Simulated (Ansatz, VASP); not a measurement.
## One calculation of CaSb4, two programs

```
Ca Sb
1.0
     5.04544   -2.13273    0.00000
     5.04544    2.13273    0.00000
    -4.62608    0.00000    7.94212
Ca Sb
1 4
Direct
  0.50000 0.50000 0.00000
  0.83253 0.83253 0.41331
  0.70957 0.70957 0.82375
  0.29043 0.29043 0.17625
  0.16747 0.16747 0.58669
```

Alike in both runs: task single point; functional PBE; k mesh 4 × 4 × 2; occupations gaussian, width 0.1 eV; no spin polarisation.

|  | VASP | Ansatz |
| --- | --- | --- |
| version | VASP 6.6.1 | Ansatz 0.2.0 |
| potentials or method | VASP PAW PBE potentials, release 64 (Ca_sv, Sb) | scalar-relativistic, plane waves, PAW |
| plane-wave cutoff (eV) | 520 | 420 |
| valence electrons in the cell | 30 | 70 |

Ansatz gave:

- gap on the k mesh at the Fermi level (eV): none
- pressure (GPa): 0.0
- largest component of the traceless stress (GPa): 0.39
- rms of the force components (eV/Å): 0.028

Q: What did VASP give for the same quantities?

A: gap on the k mesh at the Fermi level (eV): none; pressure (GPa): 0.1; largest component of the traceless stress (GPa): 0.40; rms of the force components (eV/Å): 0.030.

Atom by atom the forces differ by 0.019 eV/Å (rms over components). A gap of «none» marks a metal or a gap that the smearing closes. The two sets of potentials don't hold the same shells in valence.

Caveats: the k mesh is coarse (spacing up to 0.41 Å⁻¹), so the values aren't converged. Spin-orbit coupling is left out, which matters for the levels of Sb.
